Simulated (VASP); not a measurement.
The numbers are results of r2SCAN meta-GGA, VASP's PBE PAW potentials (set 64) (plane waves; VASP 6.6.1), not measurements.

Input for VASP

POSCAR:
```
Fe
1.0
 -1.4289524979   1.4289524979   1.4289524979
  1.4289524979  -1.4289524979   1.4289524979
  1.4289524979   1.4289524979  -1.4289524979
Fe
1
Cartesian
  0.0000000000   0.0000000000   0.0000000000
```

### KPOINTS
```
Automatic mesh
0
Gamma
18 18 18
0 0 0
```

**INCAR**
```
! general
SYSTEM   =  Fe
PREC     =  Accurate
ENCUT    =  520
LREAL    =  .FALSE.   ! projection in real space or not
LASPH    =  .TRUE.

! electronic loop
EDIFF    =  1E-7
NELM     =  100   ! most electronic steps
ALGO     =  Normal
LMAXMIX  =  4   ! l cut-off of mixed one-centre charges
LMIXTAU  =  .TRUE.

! smearing
ISMEAR   =  1
SIGMA    =  0.1   ! width (eV)

! functional
METAGGA  =  R2SCAN

! spin
ISPIN    =  2
MAGMOM   =  2.7

! ions
ISIF     =  2   ! forces and stress, cell fixed

! output
LWAVE    =  .FALSE.
LCHARG   =  .FALSE.
LORBIT   =  10
```

POTCAR, in this order: Fe (PBE.64 set). Program: vasp_std.

What VASP printed:

OSZICAR:
```
       N       E                     dE             d eps       ncg     rms          rms(c)
DAV:   1     0.106625325595E+02    0.10663E+02   -0.42188E+03  7380   0.111E+03
DAV:   2    -0.153696826761E+02   -0.26032E+02   -0.23924E+02  7073   0.133E+02
DAV:   3    -0.157245299637E+02   -0.35485E+00   -0.35280E+00  8012   0.220E+01
DAV:   4    -0.157265919881E+02   -0.20620E-02   -0.20619E-02  7622   0.152E+00
DAV:   5    -0.157266174496E+02   -0.25462E-04   -0.25462E-04  7655   0.154E-01    0.118E+01
DAV:   6    -0.142515036778E+02    0.14751E+01   -0.21963E+01  7469   0.745E+01    0.867E+00
DAV:   7    -0.143487637594E+02   -0.97260E-01   -0.32580E+00  8074   0.248E+01    0.519E+00
DAV:   8    -0.143625750902E+02   -0.13811E-01   -0.78925E-02  7879   0.276E+00    0.228E+00
DAV:   9    -0.143572852769E+02    0.52898E-02   -0.89313E-02  8196   0.350E+00    0.726E-01
DAV:  10    -0.143592237499E+02   -0.19385E-02   -0.15045E-02  8099   0.126E+00    0.201E-01
DAV:  11    -0.143600771202E+02   -0.85337E-03   -0.12541E-03  7737   0.507E-01    0.890E-02
DAV:  12    -0.143600540861E+02    0.23034E-04   -0.32130E-05  8454   0.741E-02    0.471E-02
DAV:  13    -0.143600495661E+02    0.45201E-05   -0.19859E-05  7509   0.590E-02    0.333E-02
DAV:  14    -0.143600485219E+02    0.10441E-05   -0.10143E-06  7124   0.876E-03    0.380E-03
DAV:  15    -0.143600488629E+02   -0.34098E-06   -0.31794E-07  4993   0.828E-03    0.100E-03
DAV:  16    -0.143600489419E+02   -0.78960E-07   -0.37573E-08  3551   0.276E-03
   1 F= -.14360049E+02 E0= -.14360062E+02  d E =0.397313E-04  mag=     2.6194
```

**OUTCAR**
```
------------------------ aborting loop because EDIFF is reached ----------------------------------------
  FORCE on cell =-STRESS in cart. coord.  units (eV):
  Direction    XX          YY          ZZ          XY          YZ          ZX
  --------------------------------------------------------------------------------------
  Total        0.0479267      0.0479267      0.0479267     -0.0000000     -0.0000000      0.0000000
  in kB        6.5792264      6.5792264      6.5792264     -0.0000000     -0.0000000      0.0000000
  external PRESSURE =       6.5792264 kB  Pullay stress =       0.0000000 kB
  volume of cell :       11.67
      direct lattice vectors                 reciprocal lattice vectors
    -1.428952498  1.428952498  1.428952498     0.000000000  0.349906663  0.349906663
     1.428952498 -1.428952498  1.428952498     0.349906663  0.000000000  0.349906663
     1.428952498  1.428952498 -1.428952498     0.349906663  0.349906663  0.000000000
 POSITION                                       TOTAL-FORCE (eV/Angst)
 -----------------------------------------------------------------------------------
      0.00000      0.00000      0.00000         0.000000      0.000000     -0.000000
 -----------------------------------------------------------------------------------
    total drift:                                0.000000      0.000000      0.000000
  FREE ENERGIE OF THE ION-ELECTRON SYSTEM (eV)
  ---------------------------------------------------
  free  energy   TOTEN  =       -14.3600489419 eV

  energy  without entropy=      -14.3600886732  energy(sigma->0) =      -14.36006219

 total charge

# of ion       s       p       d       tot
------------------------------------------
    1        0.481   0.555   6.180   7.217

 magnetization (x)

# of ion       s       p       d       tot
------------------------------------------
    1       -0.013  -0.120   2.821   2.687
```
(Selected blocks of OUTCAR.)

The compound is Fe in the bcc structure. It was relaxed first.
